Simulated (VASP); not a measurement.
An input for Quantum ESPRESSO's pw.x (written as the equivalent of a VASP run, and not itself run):

```
&CONTROL
  calculation = 'vc-relax'
  pseudo_dir = './pseudo'
  outdir = './out'
  tprnfor = .true.
  tstress = .true.
  nstep = 60
  forc_conv_thr = 0.00039
/
&SYSTEM
  ibrav = 0
  nat = 3
  ntyp = 2
  ecutwfc = 84
  occupations = 'smearing'
  smearing = 'gaussian'
  degauss = 0.003675
  input_dft = 'pbesol'
/
&ELECTRONS
  conv_thr = 7.3e-08
  electron_maxstep = 100
/
&IONS
/
&CELL
/
ATOMIC_SPECIES
  Li 6.940 Li.upf
  O 15.999 O.upf
CELL_PARAMETERS angstrom
     0.0000000    2.3100000    2.3100000
     2.3100000    0.0000000    2.3100000
     2.3100000    2.3100000    0.0000000
ATOMIC_POSITIONS crystal
  Li   0.2500000  0.2500000  0.2500000
  Li   0.7500000  0.7500000  0.7500000
  O    0.0000000  0.0000000  0.0000000
K_POINTS automatic
  9 9 9 0 0 0
```

Problem. Write the VASP files for the same calculation (PBEsol).

Solution. This is not unique; one that fits is 
### INCAR
```
ALGO=Normal
EDIFF=1E-6
EDIFFG=-0.01
ENCUT=520
GGA=PS
IBRION=2
ISIF=3
ISMEAR=0
LASPH=.TRUE.
LCHARG=.FALSE.
LREAL=.FALSE.
LWAVE=.FALSE.
NELM=100
NSW=60
PREC=Accurate
SIGMA=0.05
SYSTEM=Li2O
```

**KPOINTS**
```
Automatic
0
Gamma
  9 9 9
```

File POSCAR:
```
Li2O
1
    0.0000000000     2.3100000000     2.3100000000
    2.3100000000     0.0000000000     2.3100000000
    2.3100000000     2.3100000000     0.0000000000
Li O
2 1
Direct
  0.2500000000   0.2500000000   0.2500000000
  0.7500000000   0.7500000000   0.7500000000
  0.0000000000   0.0000000000   0.0000000000
```

POTCAR, in this order: Li_sv O (PBE.64 set). Program: vasp_std.

What does not carry over: the potentials are each code's own (VASP's PAW set, PseudoDojo norm-conserving files in pw.x), so ENCUT and ecutwfc are chosen apart and not converted; conv_thr bounds pw.x's estimated SCF error, while EDIFF bounds the energy change between steps; forc_conv_thr acts on force components and is met together with etot_conv_thr.

The compound is Li2O in the antifluorite structure. This run relaxes it. Symmetry was kept, so distortions that lower it aren't found.
